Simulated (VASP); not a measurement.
Write the native input for VASP 6.6.1 that does the following.

| Quantity | Value |
| --- | --- |
| Task | single point |
| Functional | PBE |
| Potentials or basis | VASP PAW PBE potentials, release 64 (Be, Zn, N) |
| Cutoff | 520 eV |
| k mesh | 8 × 8 × 8 |
| Occupations | gaussian, width 0.1 eV |
| Spin | no spin polarisation |
| Dipole correction | no |
| Further INCAR settings | ALGO = Fast; EDIFF = 1e-07; NBANDS = 21 |

The structure of Be2ZnN2 lies in POSCAR:

```
Be2ZnN2
1.0
   -1.5064461095      1.5064461095      4.7366700288
    1.5064461095     -1.5064461095      4.7366700288
    1.5064461095      1.5064461095     -4.7366700288
Be Zn N
2 1 2
Direct
    0.3443000000      0.3443000000      0.0000000000
    0.6557000000      0.6557000000      0.0000000000
    0.0000000000      0.0000000000      0.0000000000
    0.1411000000      0.1411000000      0.0000000000
    0.8589000000      0.8589000000      0.0000000000
```

The cell comes from a database or a generator and needn't be the stable form of this composition.

One way to write it, as run:

INCAR

```
  PREC = Accurate
  ENCUT = 520
  EDIFF = 1E-7
  ISMEAR = 0
  SIGMA = 0.1
  LREAL = F
  LASPH = T
  NELM = 100
  ALGO = Fast
  ISIF = 2
  LWAVE = F
  LCHARG = T
  GGA = PE
  LELF = T
  LVHAR = T
  NBANDS = 21
```

KPOINTS

```
regular mesh
0
Gamma
  8 8 8
```

Potentials or basis: VASP PAW PBE potentials, release 64 (Be, Zn, N).

The run is started by

```bash
$ cat potpaw_PBE.64/Be/POTCAR potpaw_PBE.64/Zn/POTCAR potpaw_PBE.64/N/POTCAR > POTCAR
$ mpirun -np 1 vasp_std > vasp.out
```

It gave:

```json
{
 "Pressure": "117.7 GPa",
 "Largest force": "39.771 eV/Å",
 "Band gap on the k mesh": "none (metal or under the smearing width)"
}
```

Caveat: the k mesh is coarse (spacing up to 0.37 Å⁻¹), so the values aren't converged; a pressure of tens of GPa on the cell as given is suspect, and the run, the potentials or the cell itself is likely at fault; forces of over 1 eV/Å show positions far from the minimum, so gaps and moduli don't describe the material at rest.

Wall time 59 s on 1 thread of Intel(R) Xeon(R) 6975P-C (Granite Rapids), on a shared host, peak memory 0.26 GiB.
